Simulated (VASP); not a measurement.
Input:

```xyz
4
Lattice="2.0370 1.1761 6.6570 -2.0370 1.1761 6.6570 0.0000 -2.3521 6.6570" Properties=species:S:1:pos:R:3 pbc="T T T"
Sn     0.0000     0.0000     9.9855
Pb     0.0000     0.0000     0.0000
S      0.0000     0.0000     4.9336
S      0.0000     0.0000    15.0375
```

Method: LDA (Ceperley-Alder, Perdew-Zunger) with spin-orbit coupling, VASP's LDA PAW potentials (set 64) (plane waves; VASP). Run with 400 eV cut-off, 6×6×6 Γ-centred mesh, Gaussian smearing of 0.050 eV, potentials Sn_d Pb_d S.

The path is coarsely sampled, so an indirect gap can come out somewhat too large.

Question: Predict the energy per atom (σ→0), band gap (over mesh and band path) with the smallest direct gap where there is one.

Answer: 
```json
{
 "band gap (over mesh and band path)": "0.37 eV",
 "smallest direct gap (over mesh and band path)": "0.37 eV",
 "energy per atom (σ→0)": "-5.126 eV/atom"
}
```

The structure comes from a computed database's SnPbS2 entry (R-3m); how it stands against other phases isn't given here. It was relaxed first, which changed the volume by -8 %.
